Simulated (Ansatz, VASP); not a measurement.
## Cross-check of Ti2CO2 between VASP and Ansatz

One calculation is typed for both programs; each brings its own data sets. How far apart do they land? The structure shown is the start of the Ansatz relaxation below; VASP solves that cell, so the two are compared at the walk's first step.

Method: plane waves, with VASP 6.6.1 beside it; single point at PBE, in Ansatz 0.2.0.

## (1) The structure

The cell holds 5 atoms: 1 C, 2 Ti and 2 O. Its edges and angles: a = 3.040 Å, b = 3.040 Å, c = 32.600 Å, α = 90.0°, β = 90.0°, γ = 120.0°. Vacuum lies along c. The height across the vacuum is the one that the program set for its solve, not the one typed.

## (2) Ansatz: relaxation, PBE

Ansatz runs on its default PAW (the set named soft_2) files.

The two programs are compared at the cell with which this relaxation starts, whose forces are those of its first step.

File input.yaml:

```yaml
crystal:
  lattice:
    - [3.04, 0.0, 0.0]
    - [-1.52, 2.63272, 0.0]
    - [0.0, 0.0, 20.0]
  atoms:
    - { symbol: C, position: [0.0, 0.0, 0.5] }
    - { symbol: Ti, position: [0.333333, 0.666667, 0.56] }
    - { symbol: Ti, position: [0.666667, 0.333333, 0.44] }
    - { symbol: O, position: [0.666667, 0.333333, 0.61] }
    - { symbol: O, position: [0.333333, 0.666667, 0.39] }
  periodic: [true, true, false]
kpoints:
  mp_grid: { grid: [9, 9, 1] }
hamiltonian:
  xc: pbe
scf:
  occupations: { method: gaussian, width: 0.1 }
output:
  forces: true
  stress: true
  eigenvalues: true
relax:
  adjacent_minimum: "off"
  f_tol: 0.05
  max_steps: 80
  cell: { stress_2d_tol: 0.02 }
```

Command:

```console
ansatz run input.yaml --threads 8 --pin off --max-ram 14336MiB --backend cpu --events-out ev --progress --plain --runs-dir out
```

Numbers of over 12 decimals in the logs are rounded to 6 here.

The log of the run:

```text
Warning: crystal.periodic: the lattice vector that does not repeat stood 0.000° off the slab's normal, 20.000 Å along it as the deck builds it. The run solves the slab on a vector along the normal, 32.600 Å long, with every atom where it was (on the deck's vector they left 15.60 Å outside them, and the widest stretch free of ions among them is 1.20 Å). A fractional position that the run reports is one of the run's ce [...]
[...]
SCF iter   6: F=—  HF=-6390.417505 eV  |F-HF|=—  |Δ(HF+E_count)|=  5.64e-11  Δρ=2.32e-7  dr2=1.65e-10  ethr=1.57e-12  ⟨swp⟩=3.5  Hψ=624  notcnv=0
SCF iter   7: F=—  HF=-6390.417505 eV  |F-HF|=—  |Δ(HF+E_count)|=  9.09e-12  Δρ=1.16e-7  dr2=6.43e-11  ethr=1.00e-12  ⟨swp⟩=2.5  Hψ=456  notcnv=0
SCF iter   8: F=—  HF=-6390.417505 eV  |F-HF|=—  |Δ(HF+E_count)|=  1.82e-12  Δρ=6.63e-8  dr2=1.81e-11  ethr=1.00e-12  ⟨swp⟩=1.3  Hψ=320  notcnv=0
SCF iter   9: F=-6390.417505 eV  HF=-6390.417505 eV  |F-HF|=5.82e-11  |Δ(HF+E_count)|=  2.00e-11  Δρ=2.55e-8  dr2=1.33e-12  ethr=1.00e-12  ⟨swp⟩=10.5  Hψ=2060  notcnv=0
SCF 6 converged in 9 iterations: F = -6390.417505 eV  dr2 = 1.33e-12
relax step   6: F+E_penalty+E_count = -6390.41750508 eV  Δ(F+E_penalty+E_count) = +1.306e-3 eV  max|allowed force component| = 6.192e-4 eV/Å  Δτ_max = 0.0000 Å  P = -0.044 N/m  Ω = 259.182 Å³  fix = [c, alpha, beta]  reactions: c -0.000 N/m  stress off target by 4.36e-2 N/m on what of the cell is left free  SCF on the basis re-selected at this cell (its energy is not comparable with the rows above)  (9 SCF iters)
[...]
relax step   7: F+E_penalty+E_count = -6390.41754968 eV  Δ(F+E_penalty+E_count) = -4.460e-5 eV  max|allowed force component| = 6.558e-5 eV/Å  Δτ_max = 0.0002 Å  P = -0.000 N/m  Ω = 259.122 Å³  energy of the carried Pulay correction = +4.216e-5 eV  fix = [c, alpha, beta]  reactions: c -0.000 N/m  (5 SCF iters, dr2 threshold 2.30e-9 eV, accepted)
[...]
relax step   8: F+E_penalty+E_count = -6390.41751209 eV  Δ(F+E_penalty+E_count) = +3.759e-5 eV  max|allowed force component| = 9.385e-5 eV/Å  Δτ_max = 0.0000 Å  P = -0.001 N/m  Ω = 259.122 Å³  fix = [c, alpha, beta]  reactions: c -0.000 N/m  stress off target by 6.21e-4 N/m on what of the cell is left free  SCF on the basis re-selected at this cell (its energy is not comparable with the rows above)  (7 SCF iters)
basis re-selected at this cell: Δ(F+E_penalty+E_count) = +3.759e-5 eV, ΔP = -0.000 N/m vs the last step (what re-selecting the basis moved, of the pressure what is left beyond the Pulay correction that the steps carried, after the strain that the cell walked since its last selection, with what the two solves' SCF thresholds leave and, on support functions, any second-order correction that the steps lacked; it is no m [...]
SCF converged after 7 iterations
Free energy (F): -6390.417512 eV
Harris-Foulkes:  -6390.417512 eV  (|F-HF|=5.91e-11)
Internal energy: -6390.417284 eV  (E = F + TS)
E sigma→0 (E₀):  -6390.417398 eV
Entropy (-TS):   -0.000229 eV (-0.046 meV/atom)
Fermi energy:    -5.636427 eV
--- Per-component energies (eV) ---
  E_band       = -1034.878235
  E_kinetic    = 984.307658
  E_local      = -116382.020884  (includes V_loc(G=0)·N_el)
  E_nonlocal   = 130.483142
  E_hartree    = 57570.288014
  E_xc         = -393.313423
  E_vxc        = -495.426797  (∫ρ·V_xc dr)
  E_paw        = -2505.952949  (= ΣΔE_a)
  E_vpaw       = -412.802703  (= ΣTr[D̂ρ^β])
  E_aug_tail   = 0.005241  (compensation charges beyond the density's cutoff)
  E_ewald      = 54205.785918
  E_smearing   = -0.000229  (= −TS)
  E_closure    = -0.000000  (closes the sum)
  Σ components = -6390.417512   (vs F -6390.417512, Δ=0.00e0)
--- Forces (eV/Å), atoms counted from 1 ---
  atom   1  C     -0.00000000     0.00000000     0.00000000
  atom   2  Ti    -0.00000000     0.00000000    -0.00009385
  atom   3  Ti     0.00000000    -0.00000000     0.00009385
  atom   4  O     -0.00000000     0.00000000    -0.00001533
  atom   5  O      0.00000000    -0.00000000     0.00001533
  max |Σ_I F_I| component: 9.25e-17 eV/Å
--- 2D stress c σ (N/m, compression-positive) ---
       -0.000621      -0.000000       0.000000
        0.000000      -0.000621      -0.000000
        0.000000      -0.000000      -0.000000
  P = ½ c Tr σ = -0.0006 N/m
--- Band table (eV; the first three rows and the last of 12) ---
  k-point 0: bands = ["-63.4896", "-63.4639", "-39.8467", "-39.6549", "-39.5390", "-39.5390", "-39.5235", "-39.5235", "-24.6731", "-24.5926", "-16.8431", "-11.6598", "-10.8253", "-10.8253", "-10.4749", "-10.4749", "-10.2639", "-6.9130", "-5.7967", "-5.7967", "-5.1595", "-5.1595", "-4.3483", "-4.3483", "-4.2771"]
  k-point 1: bands = ["-63.4820", "-63.4577", "-39.8300", "-39.6669", "-39.5847", "-39.5759", "-39.5530", "-39.5326", "-24.6005", "-24.5346", "-16.7779", "-11.5305", "-10.9583", "-10.7296", "-10.7110", "-10.4161", "-9.9915", "-6.9294", "-6.7379", "-6.4670", "-5.0022", "-4.5629", "-4.3578", "-4.2272", "-3.7975"]
  k-point 2: bands = ["-63.4626", "-63.4421", "-39.7870", "-39.7703", "-39.7257", "-39.6057", "-39.5865", "-39.5573", "-24.4321", "-24.3975", "-16.5481", "-11.4527", "-11.0059", "-10.8095", "-10.5096", "-10.2886", "-9.6825", "-8.3756", "-7.1077", "-7.0113", "-5.1732", "-4.3985", "-4.0510", "-3.5655", "-3.3769"]
  k-point 11: bands = ["-63.4102", "-63.4102", "-39.9133", "-39.9133", "-39.8440", "-39.7839", "-39.6288", "-39.6288", "-24.1077", "-24.1077", "-15.3870", "-11.1620", "-11.1482", "-10.7138", "-10.7138", "-9.8810", "-9.8810", "-8.9180", "-8.6122", "-8.6122", "-4.6555", "-4.2359", "-4.2359", "-3.4326", "-3.0224"]
--- Relaxed structure (6 steps of the walk, 6 accepted, 2 SCFs on fresh bases) ---
  F+E_penalty+E_count = -6390.41751209 eV   max|allowed force component| = 9.385e-5 eV/Å   (the final SCF, on the basis selected at the relaxed cell)
  cell:  # Å, volume = 259.1219 Å³
    - [3.029549, 0.0, 0]
    - [-1.514774, 2.623666, 0]
    - [0, 0, 32.6]
  atoms:
    - { symbol: C, position: [0, 0, 0.306748] }
    - { symbol: Ti, position: [0.333333, 0.666667, 0.346826] }
    - { symbol: Ti, position: [0.666667, 0.333333, 0.266671] }
    - { symbol: O, position: [0.666667, 0.333333, 0.374633] }
    - { symbol: O, position: [0.333333, 0.666667, 0.238864] }
```

In the SCF lines HF is the Harris–Foulkes energy and dr2 the Hartree energy of the density residual, in eV; the loop may stop once dr2 is under the threshold and the program's other checks hold. Hψ counts applications of the Hamiltonian.

## (3) VASP: single point, PBE, start cell, pair 1

The same cell, functional, mesh and smearing now go to VASP, with its own data sets.

Lines of VASP's logs that name or quote its potential files are left out, and so is its time.

File INCAR:

```
SYSTEM = Ti2CO2
PREC = Accurate
ENCUT = 520
EDIFF = 1E-06
NELM = 120
ISMEAR = 0
SIGMA = 0.1
LREAL = .FALSE.
ALGO = Normal
GGA = PE
NBANDS = 26
LASPH = .TRUE.
LORBIT = 11
LWAVE = .FALSE.
LCHARG = .FALSE.
ISIF = 2
LDIPOL = .TRUE.
IDIPOL = 3
DIPOL = 0.5 0.5 0.307
LVHAR = .TRUE.
GGA_COMPAT = .FALSE.
EFERMI = MIDGAP
NELMDL = -8
KPAR = 2
```

File POSCAR:

```
Ti2CO2
1.0
    3.0400020000      0.0000000000      0.0000000000
   -1.5200010000      2.6327190000      0.0000000000
    0.0000000000      0.0000000000     32.6000000000
C Ti O
1 2 2
Direct
    0.0000000000      0.0000000000      0.3067484663
    0.3333333333      0.6666666667      0.3435582822
    0.6666666667      0.3333333333      0.2699386503
    0.6666666667      0.3333333333      0.3742331288
    0.3333333333      0.6666666667      0.2392638037
```

File KPOINTS:

```
Automatic mesh
0
Gamma
9 9 1
0 0 0
```

The projector-augmented-wave data sets are C, Ti_sv and O (PBE family, release 64).

Command:

```console
mpirun -np 2 vasp_std
```

The log of the run:

```text
[banner, memory and clock lines left out]
running    2 mpi-ranks, on    1 nodes
 distrk:  each k-point on    1 cores,    2 groups
 distr:  one band on    1 cores,    1 groups

 POSCAR found type information on POSCAR C TiO
 POSCAR found :  3 types and       5 ions
 LDA part: xc-table for (Slater+PW92), standard interpolation
 POSCAR, INCAR and KPOINTS ok, starting setup
 FFT: planning ... GRIDC
 FFT: planning ... GRID_SOFT
 FFT: planning ... GRID
 WAVECAR not read
 entering main loop
       N       E                     dE             d eps       ncg     rms          rms(c)
DAV:   1     0.444488512565E+03    0.44449E+03   -0.20251E+04   776   0.133E+03
DAV:   2     0.192203549123E+02   -0.42527E+03   -0.41605E+03   796   0.391E+02
DAV:   3    -0.520405260383E+02   -0.71261E+02   -0.69513E+02   900   0.155E+02
DAV:   4    -0.585493775012E+02   -0.65089E+01   -0.65002E+01   984   0.444E+01
DAV:   5    -0.589604487369E+02   -0.41107E+00   -0.41105E+00   944   0.820E+00
DAV:   6    -0.589700413616E+02   -0.95926E-02   -0.95925E-02   944   0.158E+00
DAV:   7    -0.589704569813E+02   -0.41562E-03   -0.41562E-03   952   0.238E-01
DAV:   8    -0.589704624492E+02   -0.54679E-05   -0.54677E-05   960   0.353E-02    0.283E+01
DAV:   9    -0.466061986339E+02    0.12364E+02   -0.12208E+02   812   0.882E+01    0.144E+01
DAV:  10    -0.455392520012E+02    0.10669E+01   -0.46106E+01   842   0.444E+01    0.883E+00
DAV:  11    -0.447109646242E+02    0.82829E+00   -0.53552E+00   828   0.200E+01    0.265E+00
DAV:  12    -0.447540425665E+02   -0.43078E-01   -0.51442E-01   890   0.458E+00    0.183E+00
DAV:  13    -0.447332447249E+02    0.20798E-01   -0.52436E-01   864   0.547E+00    0.839E-01
DAV:  14    -0.447215728043E+02    0.11672E-01   -0.45922E-02   948   0.151E+00    0.405E-01
[...]
DAV:  20    -0.447198124053E+02   -0.18926E-03   -0.53146E-05   830   0.523E-02    0.410E-03
DAV:  21    -0.447199287447E+02   -0.11634E-03   -0.12286E-05   604   0.174E-02    0.496E-03
DAV:  22    -0.447200162856E+02   -0.87541E-04   -0.55940E-06   568   0.109E-02    0.258E-03
DAV:  23    -0.447200398426E+02   -0.23557E-04   -0.17442E-06   488   0.638E-03    0.121E-03
DAV:  24    -0.447200507718E+02   -0.10929E-04   -0.41304E-07   406   0.320E-03    0.601E-04
DAV:  25    -0.447200551763E+02   -0.44045E-05   -0.12703E-07   350   0.182E-03    0.272E-04
DAV:  26    -0.447200582552E+02   -0.30789E-05   -0.14174E-07   388   0.129E-03    0.161E-04
DAV:  27    -0.447200591443E+02   -0.88911E-06   -0.39078E-08   336   0.912E-04
   1 F= -.44720059E+02 E0= -.44720054E+02  d E =-.104193E-04
```

OUTCAR, selected parts (step 3):

```text
ion  position               nearest neighbor table
   1  0.000  0.000  0.307-   2 2.13   2 2.13   3 2.13   3 2.13   2 2.13   3 2.13
   2  0.333  0.667  0.344-   4 2.02   4 2.02   4 2.02   1 2.13   1 2.13   1 2.13
   3  0.667  0.333  0.270-   5 2.02   5 2.02   5 2.02   1 2.13   1 2.13   1 2.13
   4  0.667  0.333  0.374-   2 2.02   2 2.02   2 2.02
   5  0.333  0.667  0.239-   3 2.02   3 2.02   3 2.02

  LATTYP: Found a hexagonal cell.
 ALAT       =     3.0400020000
 C/A-ratio  =    10.7236771555

 Subroutine GETGRP returns: Found 12 space group operations
 (whereof  6 operations were pure point group operations)

The static configuration has the point symmetry C_3v.
 The point group associated with its full space group is D_3d.

 Found     12 irreducible k-points:

   k-points           NKPTS =     12   k-points in BZ     NKDIM =     12   number of bands    NBANDS=     26

   dimension x,y,z NGX =    24 NGY =   24 NGZ =  250
   dimension x,y,z NGXF=    48 NGYF=   48 NGZF=  500

   ENCUT  =  520.0 eV  38.22 Ry    6.18 a.u.   5.65  5.65 60.61*2*pi/ulx,y,z

   NELECT =      40.0000    total number of electrons

 k-points in reciprocal lattice and weights: Automatic mesh
   0.00000000  0.00000000  0.00000000       0.012
   0.11111111  0.00000000  0.00000000       0.074
   0.22222222  0.00000000  0.00000000       0.074
   0.33333333 -0.00000000  0.00000000       0.074
   0.44444444  0.00000000  0.00000000       0.074
   0.11111111  0.11111111  0.00000000       0.074
   0.22222222  0.11111111  0.00000000       0.148
   0.33333333  0.11111111  0.00000000       0.148
   0.44444444  0.11111111  0.00000000       0.074
   0.22222222  0.22222222  0.00000000       0.074
   0.33333333  0.22222222  0.00000000       0.148
   0.33333333  0.33333333  0.00000000       0.025

 dipolmoment           0.000000      0.000000      0.000003 electrons x Angstroem

 average (electrostatic) potential at core
       1 -57.6261       2 -85.4434       3 -85.4434       4 -79.1827       5 -79.1827

 E-fermi :  -4.0176

 k-point     1 :       0.0000    0.0000    0.0000
  band No.  band energies     occupation
    ...
     16      -7.6569      2.00000
     17      -7.5330      2.00000
     18      -4.7735      2.00000
     19      -4.2548      1.99920
     20      -4.2548      1.99920
     21      -3.3330      0.00000
     22      -3.3330      0.00000
     23      -2.4026      0.00000
     24      -2.0583      0.00000
     25      -2.0583      0.00000
    ...

 k-point     2 :       0.1111    0.0000    0.0000
  band No.  band energies     occupation
    ...
     16      -7.6134      2.00000
     17      -7.2436      2.00000
     18      -5.2789      2.00000
     19      -4.8479      2.00000
     20      -4.6260      2.00000
     21      -3.1631      0.00000
     22      -2.7784      0.00000
     23      -2.2683      0.00000
     24      -1.9512      0.00000
     25      -1.8338      0.00000
    ...

 k-point     3 :       0.2222    0.0000    0.0000
  band No.  band energies     occupation
    ...
     16      -7.5350      2.00000
     17      -7.0903      2.00000
     18      -6.5118      2.00000
     19      -5.4830      2.00000
     20      -4.9231      2.00000
     21      -3.3789      0.00000
     22      -2.3665      0.00000
     23      -1.8018      0.00000
     24      -1.5438      0.00000
     25      -1.4569      0.00000
    ...

  Total       -0.8418166     -0.8418167      2.7823748      0.0000000      0.0000000      0.0000000
  in kB       -5.1693044     -5.1693045     17.0856003      0.0000000      0.0000000      0.0000000
  external PRESSURE =       2.2489971 kB  Pullay stress =       0.0000000 kB

  energy-cutoff  :      520.00
  volume of cell :      260.91
      direct lattice vectors                 reciprocal lattice vectors
     3.040002000  0.000000000  0.000000000     0.328947152  0.189917724  0.000000000
    -1.520001000  2.632719000  0.000000000     0.000000000  0.379835448  0.000000000
     0.000000000  0.000000000 32.600000000     0.000000000  0.000000000  0.030674847

 POSITION                                       TOTAL-FORCE (eV/Angst)
 -----------------------------------------------------------------------------------
      0.00000      0.00000     10.00000         0.000000      0.000000      0.000000
     -0.00000      1.75515     11.20000         0.000000      0.000000      3.211178
      1.52000      0.87757      8.80000        -0.000000     -0.000000     -3.211178
      1.52000      0.87757     12.20000         0.000000     -0.000000     -1.106535
     -0.00000      1.75515      7.80000        -0.000000      0.000000      1.106535
 -----------------------------------------------------------------------------------
    total drift:                               -0.000000      0.000000      0.000171

  FREE ENERGIE OF THE ION-ELECTRON SYSTEM (eV)
  ---------------------------------------------------
  free  energy   TOTEN  =       -44.7200591443 eV

  energy  without entropy=      -44.7200487250  energy(sigma->0) =      -44.72005393

 vacuum level on the upper side and lower side of the slab         2.772         2.772

 total charge
# of ion       s       p       d       tot
------------------------------------------
    1        0.896   1.586   0.000   2.482
    2        2.207   6.271   1.842  10.320
    3        2.207   6.271   1.842  10.320
    4        1.579   3.404   0.000   4.982
    5        1.579   3.404   0.000   4.982
--------------------------------------------------
tot          8.467  20.934   3.685  33.086

[... 3 further parts left out ...]
```

This run has no spin polarisation, so a moment on Ti, if there is one, isn't seen.

## (4) Side by side

Known differences besides the potentials themselves: Ansatz cuts the interaction across the vacuum, VASP repeats the sheet with a dipole correction; Ansatz takes its cutoff from its data sets, VASP runs at 520 eV. Total energies have different zeros and are not compared.

Forces (eV/Å; atoms numbered as in POSCAR):

```csv
atom,"Ansatz x, y, z","VASP x, y, z"
C1,"0.000, 0.000, 0.000","0.000, 0.000, 0.000"
Ti2,"0.000, 0.000, 3.243","0.000, 0.000, 3.211"
Ti3,"0.000, 0.000, -3.243","0.000, 0.000, -3.211"
O4,"0.000, 0.000, -1.155","0.000, 0.000, -1.107"
O5,"0.000, 0.000, 1.155","0.000, 0.000, 1.107"
```

The forces differ by 21 meV/Å r.m.s., which is 1.7 % of the r.m.s. force of 1.240 eV/Å (both taken over all components). With vacuum in the cell, a pressure given here is an average over mostly empty space and none of the material.

## (5) Ansatz: relaxation, PBE

The two programs are compared at the cell with which this relaxation starts, whose forces are those of its first step.

The structure compared here is the start of the Ansatz relaxation; VASP solves that cell, so the two are compared at the walk's first step.

File input.yaml:

```yaml
crystal:
  lattice:
    - [3.029548883, 0.0, 0.0]
    - [-1.5147744415, 2.6236662947, 0.0]
    - [0.0, 0.0, 32.6]
  atoms:
    - { symbol: C, position: [0.0, 0.0, 0.3067484663] }
    - { symbol: Ti, position: [0.3333333333, 0.6666666667, 0.346826135] }
    - { symbol: Ti, position: [0.6666666667, 0.3333333333, 0.2666707975] }
    - { symbol: O, position: [0.6666666667, 0.3333333333, 0.3746326707] }
    - { symbol: O, position: [0.3333333333, 0.6666666667, 0.2388642619] }
  periodic: [true, true, false]
kpoints:
  mp_grid: { grid: [15, 15, 1] }
hamiltonian:
  xc: pbe
scf:
  occupations: { method: gaussian, width: 0.02 }
output:
  forces: true
  stress: true
  eigenvalues: true
  write_density: true
  write_potential: true
  elf: true
  volumetric_format: npy
relax:
  adjacent_minimum: "off"
  f_tol: 0.005
  max_steps: 80
  cell: { stress_2d_tol: 0.02 }
```

Command:

```console
ansatz run input.yaml --threads 8 --pin off --max-ram 14336MiB --backend cpu --events-out ev --progress --plain --runs-dir out
```

The log of the run:

```text
[...]
Crystal: 5 atoms, lattice volume = 259.122 Å³
Basis set: ecut = 420 eV, 4993 PW (Γ), exchange–correlation on 48×48×450 points (8 copies of the dense FFT grid, shifted against one another)
Bands: 25, of which v1, the nominal top of the filled ones, is band 20 counted from 1 (19 counted from 0)
Symmetry: 12 space group operations
[...]
k-points: 27 of 225
[...]
cell:  # Å, volume = 259.0538 Å³
    - [3.029151, 0.0, 0]
    - [-1.514575, 2.623321, 0]
    - [0, 0, 32.6]
  atoms:
    - { symbol: C, position: [0, 0, 0.306748] }
    - { symbol: Ti, position: [0.333333, 0.666667, 0.346848] }
    - { symbol: Ti, position: [0.666667, 0.333333, 0.266649] }
    - { symbol: O, position: [0.666667, 0.333333, 0.374660] }
    - { symbol: O, position: [0.333333, 0.666667, 0.238837] }
[key lines of the parts left out:]
SCF converged after 7 iterations
Free energy (F): -6390.420973 eV
Fermi energy:    -5.627363 eV
P = ½ c Tr σ = 0.0044 N/m
```

(Continued in part 2 of 2.)

[Lines on the potential files, build, host, timing and source positions are cut from VASP's logs without a mark.]

[Logs are printed without paths, hosts, clocks, repeated set-up lines and the standing remarks that a program may print on its own settings, such as how far it seeks lower states.]

[Hosts, paths, dates, database ids (printed as entryN), source tags and the programs' standing remarks are cut or masked in the printed files.]
